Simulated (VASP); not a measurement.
A run of VASP 6.6.1 is set up as follows.

Contents of INCAR:

```
ALGO     = Fast           # electronic algorithm
EDIFF    = 1E-4           # SCF threshold, eV
EDIFFG   = -0.08          # ionic threshold
ENCUT    = 520            # plane-wave cutoff, eV
GGA      = PE             # functional
IBRION   = 2              # ionic algorithm
ISIF     = 3              # what is computed and relaxed
ISMEAR   = 0              # smearing method
ISPIN    = 2              # spin polarisation
LASPH    = T              # aspherical terms in the spheres
LCHARG   = F              # write CHGCAR
LMAXMIX  = 4              # l up to which the mixer works
LORBIT   = 11             # projections on sites
LREAL    = Auto         
LWAVE    = F              # write WAVECAR
MAGMOM   = 0 0 2 2 2 0 0 0 0 0 0 0 0 0 0 0 0 0 0 0 0 0 # initial moments
NELM     = 60             # most SCF steps
NSW      = 24             # ionic steps
PREC     = Normal         # precision mode
SIGMA    = 0.15           # smearing width, eV
```

Contents of KPOINTS:

```
k-points
0
Gamma
  3 3 2
```

POSCAR

```
Ba2Tl5V3O12
1.0
    6.7511765900      0.0000000000      0.0000000000
   -3.3755883000      5.8466904400      0.0000000000
    0.0000000000      0.0000000000     11.0423542100
Ba V Tl O
2 3 5 12
Direct
    0.0000000000      0.0000000000      0.1946034200
    0.0000000000      0.0000000000      0.8053965800
    0.5000000000      0.0000000000      0.0000000000
    0.0000000000      0.5000000000      0.0000000000
    0.5000000000      0.5000000000      0.0000000000
    0.5000000000      0.0000000000      0.5000000000
    0.0000000000      0.5000000000      0.5000000000
    0.5000000000      0.5000000000      0.5000000000
    0.3333333300      0.6666666700      0.1235431100
    0.6666666700      0.3333333300      0.8764568900
    0.3491254800      0.3340199600      0.7743749900
    0.6659800400      0.0151055200      0.7743749900
    0.9848944800      0.6508745200      0.7743749900
    0.3340199600      0.3491254800      0.2256250100
    0.0151055200      0.6659800400      0.2256250100
    0.6508745200      0.9848944800      0.2256250100
    0.6508745200      0.6659800400      0.2256250100
    0.3340199600      0.9848944800      0.2256250100
    0.0151055200      0.3491254800      0.2256250100
    0.6659800400      0.6508745200      0.7743749900
    0.9848944800      0.3340199600      0.7743749900
    0.3491254800      0.0151055200      0.7743749900
```

Potentials or basis: VASP PAW PBE potentials, release 64 (Ba_sv, V_sv, Tl_d, O).

The run is started by

```console
$ cat potpaw_PBE.64/Ba_sv/POTCAR potpaw_PBE.64/V_sv/POTCAR potpaw_PBE.64/Tl_d/POTCAR potpaw_PBE.64/O/POTCAR > POTCAR
$ mpirun -np 4 vasp_std > vasp.out
```

Task: Estimate the band gap on the k mesh.

Result: None (metal or under the smearing width).

Task: Predict the relaxed cell.

Result: a = 8.026 Å, b = 8.026 Å, c = 6.913 Å, α = 90.00°, β = 90.00°, γ = 120.00°.

Task: Predict the net moment.

Result: 0.00 μB per cell.

Final structure:
```
Ba V Tl O
1.0
     8.02606    0.00000    0.00000
    -4.01303    6.95077    0.00000
     0.00000    0.00000    6.91302
Ba V Tl O
2 3 5 12
Direct
  0.00000 0.00000 0.23864
  0.00000 0.00000 0.76136
  0.50000 0.00000 0.00000
  0.00000 0.50000 0.00000
  0.50000 0.50000 0.00000
  0.50000 0.00000 0.50000
  0.00000 0.50000 0.50000
  0.50000 0.50000 0.50000
  0.33333 0.66667 0.22586
  0.66667 0.33333 0.77414
  0.33693 0.34241 0.81368
  0.65759 0.99451 0.81368
  0.00549 0.66307 0.81368
  0.34241 0.33693 0.18632
  0.99451 0.65759 0.18632
  0.66307 0.00549 0.18632
  0.66307 0.65759 0.18632
  0.34241 0.00549 0.18632
  0.99451 0.33693 0.18632
  0.65759 0.66307 0.81368
  0.00549 0.34241 0.81368
  0.33693 0.99451 0.81368
```

Caveat: semilocal functionals often make such compounds metallic where correlation or magnetic order opens a gap, which also shifts bond lengths. With open d or f shells a metallic result of PBE can be an artefact of self-interaction; +U or a hybrid may open a gap.
